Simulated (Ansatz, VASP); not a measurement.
# Cross-check of SbP between VASP and Ansatz, part 2 of 2

Aim: how closely do two programs agree when they are given the same cell, functional and k mesh? The cell is generated by rule, not measured, and may not be a known phase. The cell is taken from a series of runs on this material, whose earlier steps may have relaxed, scaled, displaced or heated it; both programs get it as it stands.

VASP 6.6.1 and Ansatz 0.2.0.

So far. Step 5 (VASP: single point, PBEsol, pair 2): The run ends at a pressure of 0.44 GPa, with forces up to 0.22 eV/Å.

The structure was built from a prototype and need not be the compound's stable phase.

## 6. Ansatz: single point, PBEsol, pair 2

Level of this step: Ansatz beside VASP: Kohn-Sham DFT, plane waves, PBEsol (Ansatz).

The same cell, functional, mesh and smearing now go to Ansatz, which takes its cutoff from its data sets.

The cell is taken from a series of runs on this material, whose earlier steps may have relaxed, scaled, displaced or heated it; both programs get it as it stands.

Contents of input.yaml:

```yaml
crystal:
  lattice:
    - [-3.4073349826, 0.0, 0.0]
    - [0.0, -3.4073349826, -3.4073349826]
    - [0.0, -3.4073349826, 3.4073349826]
  atoms:
    - { symbol: Sb, position: [0.0, 0.5, 0.5] }
    - { symbol: Sb, position: [0.0, 0.0, 0.0] }
    - { symbol: P, position: [0.4589121702, 1.0, 0.5] }
    - { symbol: P, position: [0.5410878298, 0.5, 0.0] }
kpoints:
  mp_grid: { grid: [12, 8, 8] }
hamiltonian:
  xc: pbesol
scf:
  occupations: { method: methfessel_paxton, width: 0.15 }
output:
  forces: true
  stress: true
  eigenvalues: true
```

The run is started by

```
ansatz run input.yaml --threads 4 --pin off --max-ram 7168MiB --backend cpu --events-out ev --progress --plain --runs-dir out
```

Numbers of over 12 decimals in the logs are rounded to 6 here.

What it wrote:

```text
[...]
Crystal: 4 atoms, lattice volume = 79.118 Å³
Basis set: ecut = 420 eV, 1519 PW (Γ), exchange–correlation on 48×72×72 points (8 copies of the dense FFT grid, shifted against one another)
Bands: 24, of which v1, the nominal top of the filled ones, is band 20 counted from 1 (19 counted from 0)
Symmetry: 16 space group operations
[...]
k-points: 105 of 768
[...]
k-point 0: bands = [... 16 lower, 9.6418, 9.6418, 9.7810, 12.6349, 14.9415, 15.2270, 15.5758, 16.3644, ... 4 higher]
  k-point 1: bands = [... 16 lower, 9.2996, 9.8770, 10.0807, 12.6297, 15.2066, 15.4103, 15.5108, 15.7852, ... 4 higher]
  k-point 2: bands = [... 16 lower, 8.5325, 10.1615, 10.9002, 12.5077, 14.8159, 14.8231, 15.9719, 16.4056, ... 4 higher]
  k-point 104: bands = [... 16 lower, 5.4457, 5.4457, 12.8731, 12.8731, 15.5464, 15.5464, 16.2472, 16.2472, ... 4 higher]
[key lines of the parts left out:]
SCF converged after 6 iterations
Free energy (F): -14294.724425 eV
Fermi energy:    11.933995 eV
P = ⅓ Tr σ = 0.4777 GPa (4.777 kbar)
```

The run ends at a pressure of 0.48 GPa, with forces up to 0.23 eV/Å.

## 7. Comparison

What differs besides the data sets and the points named for the pairs above, as far as they apply: the data sets hold 40 valence electrons in Ansatz (on its default PAW (the set named soft_2) files) and 20 in VASP. Total energies have different zeros and are not compared.

Both answers:

| quantity | Ansatz | VASP | difference |
| --- | --- | --- | --- |
| pressure (GPa) | 0.48 | 0.44 | +0.04 |

Forces (eV/Å; atoms numbered as in POSCAR):

| atom | Ansatz x, y, z | VASP x, y, z |
| --- | --- | --- |
| Sb1 | 0.000, 0.000, 0.000 | 0.000, 0.000, 0.000 |
| Sb2 | 0.000, 0.000, 0.000 | 0.000, 0.000, 0.000 |
| P3 | 0.225, 0.000, 0.000 | 0.222, 0.000, 0.000 |
| P4 | -0.225, 0.000, 0.000 | -0.222, 0.000, 0.000 |

The forces differ by 1.5 meV/Å r.m.s., which is 1.7 % of the r.m.s. force of 0.091 eV/Å (both taken over all components).

## 8. VASP: single point, PBEsol, pair 3

A single point gives forces, pressure and levels at one fixed geometry, so differences don't come from the geometry; what else differs is listed under the comparison.

Contents of INCAR:

```
SYSTEM = SbP
PREC = Accurate
ENCUT = 500
EDIFF = 1E-06
NELM = 120
ISMEAR = 1
SIGMA = 0.15
LREAL = .FALSE.
ALGO = Normal
GGA = PS
NBANDS = 16
LORBIT = 11
LWAVE = .FALSE.
LCHARG = .FALSE.
ISIF = 2
LASPH = .TRUE.
GGA_COMPAT = .FALSE.
KPAR = 2
```

Contents of POSCAR:

```
SbP
1.0
   -3.4073349826      0.0000000000      0.0000000000
    0.0000000000     -3.4073349826     -3.4073349826
    0.0000000000     -3.4073349826      3.4073349826
Sb P
2 2
Direct
    0.0000000000      0.5000000000      0.5000000000
    0.0000000000      1.0000000000      0.0000000000
    0.4354334102      1.0000000000      0.5000000000
    0.5645665898      0.5000000000      0.0000000000
```

Contents of KPOINTS:

```
Automatic mesh
0
Gamma
12 8 8
0 0 0
```

PAW data sets: Sb and P (PBE family, release 64).

The run is started by

```
mpirun -np 2 vasp_std
```

What it wrote:

```text
[... set-up lines as in an earlier step ...]
 entering main loop
       N       E                     dE             d eps       ncg     rms          rms(c)
DAV:   1     0.753484022540E+02    0.75348E+02   -0.73768E+03  3360   0.992E+02
DAV:   2    -0.150395269799E+02   -0.90388E+02   -0.87484E+02  4624   0.167E+02
DAV:   3    -0.193664269222E+02   -0.43269E+01   -0.42726E+01  4272   0.401E+01
DAV:   4    -0.194095811646E+02   -0.43154E-01   -0.43122E-01  4032   0.470E+00
[...]
DAV:  10    -0.191629030239E+02   -0.73319E-05   -0.77633E-05  3704   0.477E-02    0.358E-02
DAV:  11    -0.191629005540E+02    0.24700E-05   -0.19731E-05  3656   0.225E-02    0.694E-03
DAV:  12    -0.191628997792E+02    0.77479E-06   -0.33345E-06  2840   0.108E-02
   1 F= -.19162900E+02 E0= -.19163122E+02  d E =0.665560E-03
```

From OUTCAR (step 8):

```text
  Total        0.6934548      0.6077040      0.6077040      0.0000000      0.0000000     -0.0000000
  in kB       14.0428170     12.3063203     12.3063203      0.0000000      0.0000000     -0.0000000
  external PRESSURE =      12.8851525 kB  Pullay stress =       0.0000000 kB

 POSITION                                       TOTAL-FORCE (eV/Angst)
 -----------------------------------------------------------------------------------
      0.00000     -3.40733      0.00000         0.000000     -0.000000      0.000000
      0.00000      0.00000      0.00000         0.000000     -0.000000      0.000000
     -1.48367     -1.70367      1.70367         0.156670      0.000000      0.000000
     -1.92367     -1.70367     -1.70367        -0.156670     -0.000000     -0.000000
 -----------------------------------------------------------------------------------
    total drift:                                0.000000      0.000000     -0.000000

  FREE ENERGIE OF THE ION-ELECTRON SYSTEM (eV)
  ---------------------------------------------------
  free  energy   TOTEN  =       -19.1628997792 eV

  energy  without entropy=      -19.1635653391  energy(sigma->0) =      -19.16312163

[... 2 parts as in an earlier step ...]

[... 1 further part left out ...]
[key lines of the parts left out:]
E-fermi :   9.3352
```

The run ends at a pressure of 1.29 GPa, with forces up to 0.16 eV/Å.

## 9. Ansatz: single point, PBEsol, pair 3

The same cell, functional, mesh and smearing now go to Ansatz, which takes its cutoff from its data sets.

The cell is taken from a series of runs on this material, whose earlier steps may have relaxed, scaled, displaced or heated it; both programs get it as it stands.

input.yaml, the sections that differ from step 6:

```yaml
crystal:
  lattice:
    - [-3.4073349826, 0.0, 0.0]
    - [0.0, -3.4073349826, -3.4073349826]
    - [0.0, -3.4073349826, 3.4073349826]
  atoms:
    - { symbol: Sb, position: [0.0, 0.5, 0.5] }
    - { symbol: Sb, position: [0.0, 0.0, 0.0] }
    - { symbol: P, position: [0.4354334102, 1.0, 0.5] }
    - { symbol: P, position: [0.5645665898, 0.5, 0.0] }
# kpoints, hamiltonian, scf, output: as in step 6
```

The run is started by

```
ansatz run input.yaml --threads 4 --pin off --max-ram 7168MiB --backend cpu --events-out ev --progress --plain --runs-dir out
```

What it wrote:

```text
[...]
Crystal: 4 atoms, lattice volume = 79.118 Å³
Basis set: ecut = 420 eV, 1519 PW (Γ), exchange–correlation on 48×72×72 points (8 copies of the dense FFT grid, shifted against one another)
Bands: 24, of which v1, the nominal top of the filled ones, is band 20 counted from 1 (19 counted from 0)
Symmetry: 16 space group operations
[...]
k-points: 105 of 768
[...]
k-point 0: bands = [... 16 lower, 9.5756, 9.5756, 9.9184, 12.4222, 14.9327, 15.5367, 15.5771, 16.4448, ... 4 higher]
  k-point 1: bands = [... 16 lower, 9.2405, 10.0127, 10.0183, 12.4905, 15.1879, 15.3837, 15.7228, 15.7569, ... 4 higher]
  k-point 2: bands = [... 16 lower, 8.4845, 10.2917, 10.7889, 12.6064, 14.5877, 14.7718, 16.2379, 16.3958, ... 4 higher]
  k-point 104: bands = [... 16 lower, 5.5267, 5.5267, 12.9431, 12.9431, 15.4652, 15.4652, 16.1526, 16.1526, ... 4 higher]
[key lines of the parts left out:]
SCF converged after 6 iterations
Free energy (F): -14294.757500 eV
Fermi energy:    11.977667 eV
P = ⅓ Tr σ = 1.3109 GPa (13.109 kbar)
```

The run ends at a pressure of 1.31 GPa, with forces up to 0.16 eV/Å.

## 10. Side by side

What differs besides the data sets and the points named for the pairs above, as far as they apply: the data sets hold 40 valence electrons in Ansatz (on its default PAW (the set named soft_2) files) and 20 in VASP. Total energies have different zeros and are not compared.

The two programs side by side:

| quantity | Ansatz | VASP | difference |
| --- | --- | --- | --- |
| pressure (GPa) | 1.31 | 1.29 | +0.02 |

Forces (eV/Å; atoms numbered as in POSCAR):

| atom | Ansatz x, y, z | VASP x, y, z |
| --- | --- | --- |
| Sb1 | 0.000, 0.000, 0.000 | 0.000, 0.000, 0.000 |
| Sb2 | 0.000, 0.000, 0.000 | 0.000, 0.000, 0.000 |
| P3 | 0.163, 0.000, 0.000 | 0.157, 0.000, 0.000 |
| P4 | -0.163, 0.000, 0.000 | -0.157, 0.000, 0.000 |

The forces differ by 2.5 meV/Å r.m.s., which is 4.0 % of the r.m.s. force of 0.064 eV/Å (both taken over all components).

## 11. Summary of results

| Item | Value |
| --- | --- |
| r.m.s. force difference (single point, PBEsol, pair 1) | 0.66 meV/Å |
| r.m.s. force difference (single point, PBEsol, pair 2) | 1.5 meV/Å |
| r.m.s. force difference (single point, PBEsol, pair 3) | 2.5 meV/Å |

What this shows: The r.m.s. force difference is 2.5 meV/Å (single point, PBEsol, pair 3), within the 12 meV/Å picked in this series as the mark of a large difference. The data sets hold unlike numbers of valence electrons (40 in Ansatz and 20 in VASP), so part of the differences comes from the potentials. 5 further runs of this series are not shown here. Such differences can come from data sets, numerical settings and the points named under the comparisons, not from the functional's error against experiment.

[Lines on the potential files, build, host, timing and source positions are cut from VASP's logs without a mark.]

[Logs are printed without paths, hosts, clocks, repeated set-up lines and the standing remarks that a program may print on its own settings, such as how far it seeks lower states.]

[Hosts, paths, dates, database ids (printed as entryN), source tags and the programs' standing remarks are cut or masked in the printed files.]
